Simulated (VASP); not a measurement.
HgTe (relaxed from the zinc blende structure, space group F-43m) relaxed at rising pressure, in one space group throughout; other phases were not tried. The pressures are those reached. Calculation: PBEsol GGA, VASP's PBE PAW potentials (set 64) (plane waves; VASP).

```tsv
P (GPa)	V (Å³/atom)	k-mesh
-0.03	34.587	10×10×10
4.94	31.514	10×10×10
10.00	29.519	10×10×10
20.08	26.919	11×11×11
30.07	25.196	11×11×11
```

A change of mesh leaves a small step in the series.

Q: Fit an equation of state and predict the volume at 45.11 GPa.

A: Least squares on the third-order Birch-Murnaghan form, P = (3B0/2)(y⁷ − y⁵)[1 + (3/4)(B′ − 4)(y² − 1)] with y = (V0/V)^(1/3), gives V0 = 34.557 Å³/atom, B0 = 43 GPa and B′ = 5.1, and so 23.378 Å³/atom. The run gave 23.369 Å³/atom, -0.0 % from the fit.

Pressures at which the relaxation failed are left out.

The structure was generated: HgTe was put into the zinc blende type (F-43m), which need not be its known phase.
